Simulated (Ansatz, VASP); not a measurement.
# Ti (Titanium) in two plane-wave programs

One calculation is typed for both programs; each brings its own data sets. How far apart do they land? The structure shown is the end of the Ansatz relaxation below.

Program: Ansatz 0.2.0. Level of theory: plane waves, with VASP 6.6.1 beside it; single point at LDA. Results are calculated unless marked as measured.

### Step 1. The structure

Symmetry: P6_3/mmc, No. 194, hexagonal system. Conventional cell: a = 2.903 Å, b = 2.903 Å, c = 4.589 Å, α = 90.00°, β = 90.00°, γ = 120.00°. Ti has 12 Ti at 2.84 to 2.90 Å nearest.

### Step 2. Ansatz: relaxation, LDA

Ansatz runs on its PAW soft_1 files.

This run makes the geometry at which the two programs are then compared.

Input file input.yaml:

```yaml
crystal:
  lattice:
    - [2.9021090185, 0.0, 0.0]
    - [-1.4510545093, 2.5133001346, 0.0]
    - [0.0, 0.0, 4.5909841284]
  atoms:
    - { symbol: Ti, position: [0.3333333333, 0.6666666667, 0.25] }
    - { symbol: Ti, position: [0.6666666667, 0.3333333333, 0.75] }
kpoints:
  mp_grid: { grid: [18, 18, 12] }
hamiltonian:
  xc: lda
  pseudopotentials: { kind: paw, azcp: { folder: soft_1 }, xc_functional: pbe }
scf:
  occupations: { method: methfessel_paxton, width: 0.2 }
output:
  forces: true
  stress: true
  eigenvalues: true
relax:
  adjacent_minimum: "off"
  f_tol: 0.001
  max_steps: 60
  cell: { stress_tol: 0.01, fix: [volume] }
```

On the command line:

```console
$ ansatz run input.yaml --threads 4 --pin off --max-ram 10240MiB --backend cpu --events-out ev --progress --plain --runs-dir out
```

Numbers of over 12 decimals in the logs are rounded to 6 here.

Log:

```text
Engine: ansatz 0.2.0, x86_64-unknown-linux-gnu
Pseudopotentials: kind: paw
Pseudopotential: Ti, paw, valence charge 12, recommended cutoff 420 eV (normal), soft_1/Ti.paw.azcp
Functional definition: SPW92
  exchange = slater_x
  correlation = pw_c
Crystal: 2 atoms, lattice volume = 33.486 Å³
Basis set: ecut = 420 eV, 627 PW (Γ)
Bands: 16, of which v1, the nominal top of the filled ones, is band 12 counted from 1 (11 counted from 0)
Symmetry: 24 space group operations
Space group: P63/mmc (ITA 194), of the structure as read, at distance tolerance 3.2e-5 Å
k-points: 259 of 3888
Non-local potential: Ti, projectors of the file, l = 0: 3, l = 1: 2, l = 2: 3, l = 3: 1
PAW form: soft (Blöchl's): semilocal exchange-correlation on the pseudo side does not see the compensation charge
PAW frozen core: Ti, regenerated for the run's functional, and the local potential with it (the file was generated under x = pbe(κ = 0.804, μ = 0.219515), c = pbe(β = 0.066725))
PAW one-centre angular grid: Ti, 590 points (default); XC on 64 Gauss nodes
Initial density: superposition of atomic densities (chi_scale 0.1, normalization cell)
Initial wavefunctions: pseudopotential atomic-orbital guess
Functional: x = slater, c = lda
SCF iter   1: F=—  HF=-4901.022804 eV  |F-HF|=—  |Δ(HF+E_count)|=         —  Δρ=6.12e-2  dr2=1.26e0  ethr=3.10e-3  ⟨swp⟩=2.9  Hψ=15184  notcnv=0
preconditioner: auto → none  [metal: Δε(μ)=0.009 eV  Ē_g=3.190 eV  σ=0.200 eV  W_gap=0.04  n_scr=8 (ndim 8)  ℏωp=18.1 eV  f_vac=0.000  D(μ)=1.63/eV (n_scr^D=22)  sad-step TF]
SCF iter   2: F=—  HF=-4900.702068 eV  |F-HF|=—  |Δ(HF+E_count)|=   3.21e-1  S|Δr|=    0.00e0  Δρ=3.02e-2  dr2=3.28e-1  ethr=3.10e-3  ⟨swp⟩=2.5  Hψ=8262  notcnv=0
SCF iter   3: F=—  HF=-4900.595776 eV  |F-HF|=—  |Δ(HF+E_count)|=   1.06e-1  S|Δr|=    0.00e0  Δρ=1.63e-3  dr2=4.63e-4  ethr=1.37e-3  ⟨swp⟩=2.3  Hψ=6655  notcnv=0
SCF iter   4: F=—  HF=-4900.596309 eV  |F-HF|=—  |Δ(HF+E_count)|=   5.33e-4  S|Δr|=    0.00e0  Δρ=2.05e-4  dr2=9.78e-6  ethr=1.93e-6  ⟨swp⟩=2.3  Hψ=7407  notcnv=0
SCF iter   5: F=—  HF=-4900.596323 eV  |F-HF|=—  |Δ(HF+E_count)|=   1.42e-5  S|Δr|=    0.00e0  Δρ=4.86e-5  dr2=5.19e-7  ethr=4.07e-8  ⟨swp⟩=2.0  Hψ=5161  notcnv=0
SCF iter   6: F=-4900.596323 eV  HF=-4900.596323 eV  |F-HF|=4.59e-9  |Δ(HF+E_count)|=   1.76e-7  S|Δr|=    0.00e0  Δρ=5.82e-6  dr2=6.12e-9  ethr=4.17e-10  ⟨swp⟩=5.1  Hψ=17320  notcnv=0
SCF 1 converged in 6 iterations: F = -4900.596323 eV  dr2 = 6.12e-9
  greatest PAW one-centre occupation: 0.998 electrons in one spin orbital (limit 2), on the Ti atom at site 1 (counted from 0), in its partial waves of l = 0
relax step   1: F+E_penalty+E_count = -4900.59632291 eV  Δ(F+E_penalty+E_count) = +0.000e0 eV  max|allowed force component| = 3.793e-16 eV/Å  Δτ_max = 0.0000 Å  P = -4.662 GPa  Ω = 33.486 Å³  fix = [volume]  reactions: volume -4.662 GPa  (6 SCF iters, dr2 threshold 1.00e-7 eV, accepted)
[...]
relax step   2: F+E_penalty+E_count = -4900.59632687 eV  Δ(F+E_penalty+E_count) = -3.964e-6 eV  max|allowed force component| = 4.256e-16 eV/Å  Δτ_max = 0.0000 Å  P = -4.660 GPa  Ω = 33.486 Å³  energy of the carried Pulay correction = -9.152e-9 eV  fix = [volume]  reactions: volume -4.660 GPa  (3 SCF iters, dr2 threshold 6.75e-9 eV, accepted)
[...]
relax step   3: F+E_penalty+E_count = -4900.59632727 eV  Δ(F+E_penalty+E_count) = -4.003e-7 eV  max|allowed force component| = 1.110e-16 eV/Å  Δτ_max = 0.0000 Å  P = -4.660 GPa  Ω = 33.486 Å³  fix = [volume]  reactions: volume -4.660 GPa  stress off target by 7.09e-3 GPa on what of the cell is left free  SCF on the basis re-selected at this cell (its energy is not comparable with the rows above)  (3 SCF iters)
basis re-selected at this cell: Δ(F+E_penalty+E_count) = -4.003e-7 eV, ΔP = -0.000 GPa vs the last step (what re-selecting the basis moved, of the pressure what is left beyond the Pulay correction that the steps carried, after the strain that the cell walked since its last selection, with what the two solves' SCF thresholds leave and, on support functions, any second-order correction that the steps lacked; it is no m [...]
SCF converged after 3 iterations
Stability not checked: this state was not tested for a lower state beside it, because cold or Methfessel-Paxton smearing, or corrected tetrahedra, fill the levels in a way that the test cannot read (fill_not_monotonic; see scf.lower_state_search)
Free energy (F): -4900.596327 eV
Harris-Foulkes:  -4900.596327 eV  (|F-HF|=0.00e0)
Internal energy: -4900.600605 eV  (E = F + TS)
E sigma→0 (E₀):  -4900.597397 eV
Entropy (-TS):   0.004278 eV (2.139 meV/atom)
Fermi energy:    13.565062 eV
--- Per-component energies (eV) ---
  E_band       = -304.311288
  E_kinetic    = 563.459573
  E_local      = -1714.013736  (includes V_loc(G=0)·N_el)
  E_nonlocal   = 129.778494
  E_hartree    = 678.519246
  E_xc         = -230.460977
  E_vxc        = -290.345053  (∫ρ·V_xc dr)
  E_paw        = -1987.951396  (= ΣΔE_a)
  E_vpaw       = -350.228924  (= ΣTr[D̂ρ^β])
  E_aug_tail   = -0.000165  (compensation charges beyond the density's cutoff)
  E_ewald      = -2340.583547
  E_core_change = 0.651901  (= ΣΔE_core)
  E_smearing   = 0.004278  (= −TS)
  E_closure    = -0.000000  (closes the sum)
  Σ components = -4900.596327   (vs F -4900.596327, Δ=0.00e0)
--- Forces (eV/Å), atoms counted from 1 ---
  atom   1  Ti     0.00000000    -0.00000000     0.00000000
  atom   2  Ti     0.00000000     0.00000000     0.00000000
  max |Σ_I F_I| component: 3.70e-17 eV/Å
--- Stress (GPa, compression-positive) ---
       -4.656788      -0.000000       0.000000
       -0.000000      -4.656788       0.000000
        0.000000       0.000000      -4.667425
  P = ⅓ Tr σ = -4.6603 GPa (-46.603 kbar)
--- Band table (eV; the first three rows and the last of 259) ---
  k-point 0: bands = [... 8 lower, 7.3665, 10.7905, 14.3187, 14.3187, 14.4637, 14.5377, 14.8495, 14.8495]
  k-point 1: bands = [... 8 lower, 7.4276, 10.7691, 14.2844, 14.2844, 14.4197, 14.4294, 14.8141, 14.8141]
  k-point 2: bands = [... 8 lower, 7.6082, 10.6897, 14.1332, 14.2144, 14.2144, 14.3304, 14.7181, 14.7181]
  k-point 258: bands = [... 8 lower, 12.2739, 12.2739, 12.4087, 12.4087, 13.3827, 13.3827, 15.2684, 15.2684]
--- Relaxed structure (2 steps of the walk, 2 accepted, 1 SCFs on fresh bases) ---
  F+E_penalty+E_count = -4900.59632727 eV   max|allowed force component| = 1.110e-16 eV/Å   (the final SCF, on the basis selected at the relaxed cell)
  cell:  # Å, volume = 33.4860 Å³
    - [2.902731, 2.8873664248202304e-11, 0.0]
    - [-1.451366, 2.513839, 0.0]
    - [0.0, 0.0, 4.589016]
  atoms:
    - { symbol: Ti, position: [0.333333, 0.666667, 0.250000] }
    - { symbol: Ti, position: [0.666667, 0.333333, 0.75] }
```

### Step 3. VASP: single point, LDA, pair 1

The same cell, functional (in two slightly different forms), mesh and smearing now go to VASP, with its own data sets.

Lines of VASP's logs that name or quote its potential files are left out, and so is its time.

Input file INCAR:

```
SYSTEM = Ti
PREC = Accurate
ENCUT = 500
EDIFF = 1E-06
NELM = 120
ISMEAR = 1
SIGMA = 0.2
LREAL = .FALSE.
ALGO = Normal
GGA = CA
NBANDS = 18
LASPH = .TRUE.
LORBIT = 11
LWAVE = .FALSE.
LCHARG = .FALSE.
ISIF = 2
GGA_COMPAT = .FALSE.
KPAR = 2
```

Input file POSCAR:

```
Ti
1.0
    2.9027311657      0.0000000000      0.0000000000
   -1.4513655829      2.5138389299      0.0000000000
    0.0000000000      0.0000000000      4.5890163527
Ti
2
Direct
    0.3333333333      0.6666666667      0.2500000000
    0.6666666667      0.3333333333      0.7500000000
```

Input file KPOINTS:

```
Automatic mesh
0
Gamma
18 18 12
0 0 0
```

Potentials, in the order of the species: Ti_sv (LDA family, release 64).

On the command line:

```console
$ mpirun -np 2 vasp_std
```

Log:

```text
[banner, memory and clock lines left out]
running    2 mpi-ranks, on    1 nodes
 distrk:  each k-point on    1 cores,    2 groups
 distr:  one band on    1 cores,    1 groups

 POSCAR found type information on POSCAR Ti
 POSCAR found :  1 types and       2 ions
 LDA part: xc-table for (Slater(with rela. corr.)+CA(PZ))
 , standard interpolation
 POSCAR, INCAR and KPOINTS ok, starting setup
 FFT: planning ... GRIDC
 FFT: planning ... GRID_SOFT
 FFT: planning ... GRID
 WAVECAR not read
 entering main loop
       N       E                     dE             d eps       ncg     rms          rms(c)
DAV:   1     0.253350180165E+03    0.25335E+03   -0.12961E+04  9348   0.162E+03
DAV:   2     0.103265595593E+02   -0.24302E+03   -0.23986E+03  9532   0.450E+02
DAV:   3    -0.179911571837E+02   -0.28318E+02   -0.27979E+02 17586   0.126E+02
DAV:   4    -0.190815031350E+02   -0.10903E+01   -0.10893E+01 10596   0.261E+01
DAV:   5    -0.191333377419E+02   -0.51835E-01   -0.51824E-01 14734   0.403E+00    0.120E+01
DAV:   6    -0.170868575110E+02    0.20465E+01   -0.75453E+00 10988   0.282E+01    0.305E+00
DAV:   7    -0.170633958245E+02    0.23462E-01   -0.74033E-01 14166   0.621E+00    0.201E+00
DAV:   8    -0.170865993374E+02   -0.23204E-01   -0.21871E-01 10758   0.588E+00    0.723E-01
DAV:   9    -0.170777721298E+02    0.88272E-02   -0.48327E-02 10972   0.244E+00    0.755E-02
DAV:  10    -0.170781970144E+02   -0.42488E-03   -0.28873E-03 13654   0.356E-01    0.919E-02
DAV:  11    -0.170782239796E+02   -0.26965E-04   -0.20538E-04 11660   0.122E-01    0.386E-02
DAV:  12    -0.170782149286E+02    0.90511E-05   -0.37780E-05 11174   0.580E-02    0.450E-03
DAV:  13    -0.170782146312E+02    0.29737E-06   -0.21312E-06  8168   0.127E-02
   1 F= -.17078215E+02 E0= -.17079617E+02  d E =0.420615E-02
```

Parts of OUTCAR (step 3):

```text
ion  position               nearest neighbor table
   1  0.333  0.667  0.250-   2 2.84   2 2.84   2 2.84   2 2.84   2 2.84   2 2.84
   2  0.667  0.333  0.750-   1 2.84   1 2.84   1 2.84   1 2.84   1 2.84   1 2.84

  LATTYP: Found a hexagonal cell.
 ALAT       =     2.9027311657
 C/A-ratio  =     1.5809305412

 Subroutine GETGRP returns: Found 24 space group operations
 (whereof 12 operations were pure point group operations)

The static configuration has the point symmetry D_3d.
 The point group associated with its full space group is D_6h.

 Found    259 irreducible k-points:

   k-points           NKPTS =    259   k-points in BZ     NKDIM =    259   number of bands    NBANDS=     18

   dimension x,y,z NGX =    24 NGY =   24 NGZ =   36
   dimension x,y,z NGXF=    48 NGYF=   48 NGZF=   72

   ENCUT  =  500.0 eV  36.75 Ry    6.06 a.u.   5.29  5.29  8.37*2*pi/ulx,y,z

   NELECT =      24.0000    total number of electrons

 k-points in reciprocal lattice and weights: Automatic mesh
   0.00000000  0.00000000  0.00000000       0.000
   0.05555556  0.00000000  0.00000000       0.002
   0.11111111  0.00000000  0.00000000       0.002
   0.16666667  0.00000000  0.00000000       0.002
   0.22222222 -0.00000000  0.00000000       0.002
   0.27777778 -0.00000000  0.00000000       0.002
   0.33333333 -0.00000000  0.00000000       0.002
   0.38888889 -0.00000000  0.00000000       0.002
   0.44444444 -0.00000000  0.00000000       0.002
[...]
0.33333333  0.27777778  0.50000000       0.003
   0.33333333  0.33333333  0.50000000       0.001

 average (electrostatic) potential at core
       1 -72.1157       2 -72.1157

 E-fermi :   8.4944

 k-point     1 :       0.0000    0.0000    0.0000
  band No.  band energies     occupation
    ...
      6     -23.8277      2.00000
      7     -23.7920      2.00000
      8     -23.7920      2.00000
      9       2.2763      2.00000
     10       5.7158      2.00000
     11       9.2447     -0.00000
     12       9.2447     -0.00000
     13       9.3871     -0.00000
     14       9.4862     -0.00000
     15       9.7735     -0.00000
    ...

 k-point     2 :       0.0556    0.0000    0.0000
  band No.  band energies     occupation
    ...
      6     -23.8311      2.00000
      7     -23.8090      2.00000
      8     -23.7941      2.00000
      9       2.3667      2.00000
     10       5.7878      2.00000
     11       9.0514     -0.00059
     12       9.2777     -0.00000
     13       9.3093     -0.00000
     14       9.5433     -0.00000
     15       9.7273     -0.00000
    ...

 k-point     3 :       0.1111    0.0000    0.0000
  band No.  band energies     occupation
    ...
      6     -23.8575      2.00000
      7     -23.8412      2.00000
      8     -23.8002      2.00000
      9       2.6322      2.00000
     10       5.9913      2.00000
     11       8.7541     -0.06941
     12       8.8079     -0.04912
     13       9.4999     -0.00000
     14       9.5760     -0.00000
     15       9.7770     -0.00000
    ...

  Total       -1.0020145     -1.0020145     -1.0018864      0.0000000      0.0000000     -0.0000000
  in kB      -47.9425068    -47.9425068    -47.9363758      0.0000000      0.0000000     -0.0000000
  external PRESSURE =     -47.9404631 kB  Pullay stress =       0.0000000 kB

  energy-cutoff  :      500.00
  volume of cell :       33.49
      direct lattice vectors                 reciprocal lattice vectors
     2.902731166  0.000000000  0.000000000     0.344503140  0.198898980  0.000000000
    -1.451365583  2.513838930  0.000000000     0.000000000  0.397797961  0.000000000
     0.000000000  0.000000000  4.589016353     0.000000000  0.000000000  0.217911623

 POSITION                                       TOTAL-FORCE (eV/Angst)
 -----------------------------------------------------------------------------------
     -0.00000      1.67589      1.14725         0.000000     -0.000000      0.000000
      1.45137      0.83795      3.44176        -0.000000      0.000000      0.000000
 -----------------------------------------------------------------------------------
    total drift:                                0.000000     -0.000000      0.000000

  FREE ENERGIE OF THE ION-ELECTRON SYSTEM (eV)
  ---------------------------------------------------
  free  energy   TOTEN  =       -17.0782146312 eV

  energy  without entropy=      -17.0824207852  energy(sigma->0) =      -17.07961668

 total charge
# of ion       s       p       d       tot
------------------------------------------
    1        2.260   6.124   1.936  10.321
    2        2.260   6.124   1.936  10.321
--------------------------------------------------
tot          4.521  12.249   3.871  20.641

[... 3 further parts left out ...]
```

The run ends at a pressure of -4.79 GPa.

### Step 4. Comparison

Known differences besides the potentials themselves: the two LDA forms differ slightly; the cutoff is 420 eV in Ansatz and 500 eV in VASP; VASP's log shows a relativistic correction to its local exchange, Ansatz's none; Ansatz's pressure holds a Pulay correction, VASP's none. Total energies have different zeros and are not compared.

Both answers:

```
      quantity  Ansatz   VASP  difference
pressure (GPa)   -4.66  -4.79       +0.13
```

### Step 5. Ansatz: relaxation, LDA

This run makes the geometry at which the two programs are then compared. The cell compared in this pair holds 34.13 Å³, against 33.49 Å³ for the pair before.

The structure compared here is the end of the Ansatz relaxation.

Changes to input.yaml since step 2:

```diff
@@ -2,5 +2,5 @@
   lattice:
-    - [2.9021090185, 0.0, 0.0]
-    - [-1.4510545093, 2.5133001346, 0.0]
-    - [0.0, 0.0, 4.5909841284]
+    - [2.9212203978, 0.0, 0.0]
+    - [-1.4606101989, 2.5298510745, 0.0]
+    - [0.0, 0.0, 4.6182465443]
   atoms:
```

On the command line:

```console
$ ansatz run input.yaml --threads 4 --pin off --max-ram 10240MiB --backend cpu --events-out ev --progress --plain --runs-dir out
```

Log:

```text
[...]
Crystal: 2 atoms, lattice volume = 34.130 Å³
Basis set: ecut = 420 eV, 687 PW (Γ)
Bands: 16, of which v1, the nominal top of the filled ones, is band 12 counted from 1 (11 counted from 0)
Symmetry: 24 space group operations
[...]
k-points: 259 of 3888
[...]
k-point 258: bands = [... 8 lower, 11.9966, 11.9966, 12.1304, 12.1304, 13.0695, 13.0695, 14.9319, 14.9319]
--- Relaxed structure (2 steps of the walk, 2 accepted, 1 SCFs on fresh bases) ---
[...]
cell:  # Å, volume = 34.1300 Å³
    - [2.921926, 0.0, 0]
    - [-1.460963, 2.530463, 0]
    - [0, 0, 4.616015]
  atoms:
    - { symbol: Ti, position: [0.333333, 0.666667, 0.250000] }
    - { symbol: Ti, position: [0.666667, 0.333333, 0.750000] }
[key lines of the parts left out:]
SCF converged after 3 iterations
Free energy (F): -4900.573448 eV
Fermi energy:    13.261056 eV
P = ⅓ Tr σ = -6.6941 GPa (-66.941 kbar)
```

### Step 6. VASP: single point, LDA, pair 2

The same cell, functional (in two slightly different forms), mesh and smearing now go to VASP, with its own data sets.

INCAR is that of step 3.

Input file POSCAR:

```
Ti
1.0
    2.9219264755      0.0000000000      0.0000000000
   -1.4609632377      2.5304625558      0.0000000000
    0.0000000000      0.0000000000      4.6160148338
Ti
2
Direct
    0.3333333333      0.6666666667      0.2500000000
    0.6666666667      0.3333333333      0.7500000000
```

KPOINTS is that of step 3.

On the command line:

```console
$ mpirun -np 2 vasp_std
```

Log:

```text
[... set-up lines as in an earlier step ...]
 entering main loop
       N       E                     dE             d eps       ncg     rms          rms(c)
DAV:   1     0.251798800636E+03    0.25180E+03   -0.12951E+04  9340   0.162E+03
DAV:   2     0.100890804416E+02   -0.24171E+03   -0.23863E+03  9538   0.448E+02
DAV:   3    -0.179923812573E+02   -0.28081E+02   -0.27770E+02 17522   0.125E+02
DAV:   4    -0.191197002313E+02   -0.11273E+01   -0.11262E+01 10660   0.264E+01
[...]
DAV:  11    -0.170551894489E+02   -0.37767E-04   -0.21495E-04 11396   0.122E-01    0.365E-02
DAV:  12    -0.170551815882E+02    0.78607E-05   -0.34262E-05 11336   0.535E-02    0.554E-03
DAV:  13    -0.170551812465E+02    0.34169E-06   -0.20957E-06  8008   0.137E-02
   1 F= -.17055181E+02 E0= -.17056670E+02  d E =0.446505E-02
```

(Continued in part 2 of 2.)

[Lines on the potential files, build, host, timing and source positions are cut from VASP's logs without a mark.]

[Logs are printed without paths, hosts, clocks, repeated set-up lines and the standing remarks that a program may print on its own settings, such as how far it seeks lower states.]

[Hosts, paths, dates, database ids (printed as entryN), source tags and the programs' standing remarks are cut or masked in the printed files.]
